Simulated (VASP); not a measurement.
Computed with LDA (Ceperley-Alder, Perdew-Zunger), VASP's LDA PAW potentials (set 64) (plane waves; VASP).

Input for VASP

### POSCAR
```
MoS2
1
    1.5618515814    -2.7052060265     0.0000000000
    1.5618515814     2.7052060265     0.0000000000
    0.0000000000     0.0000000000    12.0690373739
Mo S
2 4
Direct
  0.3333330000   0.6666670000   0.2500000000
  0.6666670000   0.3333330000   0.7500000000
  0.3333330000   0.6666670000   0.8787595408
  0.6666670000   0.3333330000   0.3787595408
  0.6666670000   0.3333330000   0.1212404592
  0.3333330000   0.6666670000   0.6212404592
```

### INCAR
```
SYSTEM = MoS2
PREC = Accurate
ENCUT = 520
EDIFF = 1E-7
NELM = 100
ALGO = Normal
LREAL = .FALSE.
LASPH = .TRUE.
ISMEAR = 0
SIGMA = 0.05
LMAXMIX = 4
LWAVE = .FALSE.
LCHARG = .FALSE.
ISIF = 4
IBRION = 2
NSW = 30
EDIFFG = -0.01
```

### KPOINTS
```
Regular mesh
0
G
10 10 3
0 0 0
```

POTCAR, in this order: Mo_sv S (LDA.64 set). Program: vasp_std.

Problem. Predict the energy per atom (σ→0).

Solution. 
- energy per atom (σ→0) = -8.160 eV/atom

### OSZICAR
```
...
DAV:  11    -0.489583995156E+02    0.39161E-04   -0.23370E-03  2196   0.271E-01    0.135E-01
DAV:  12    -0.489583776643E+02    0.21851E-04   -0.18664E-04  2044   0.679E-02    0.655E-02
DAV:  13    -0.489583594712E+02    0.18193E-04   -0.18919E-04  2322   0.764E-02    0.208E-02
DAV:  14    -0.489583579038E+02    0.15674E-05   -0.23058E-05  2169   0.304E-02    0.986E-03
DAV:  15    -0.489583577484E+02    0.15544E-06   -0.10483E-06  1907   0.622E-03    0.274E-03
DAV:  16    -0.489583576455E+02    0.10292E-06   -0.56549E-07  1897   0.441E-03    0.471E-04
DAV:  17    -0.489583576470E+02   -0.15252E-08   -0.26273E-08  1393   0.107E-03
   1 F= -.48958358E+02 E0= -.48958358E+02  d E =-.489584E+02
```

The compound is MoS2 in the 2H layered structure. It was relaxed first.
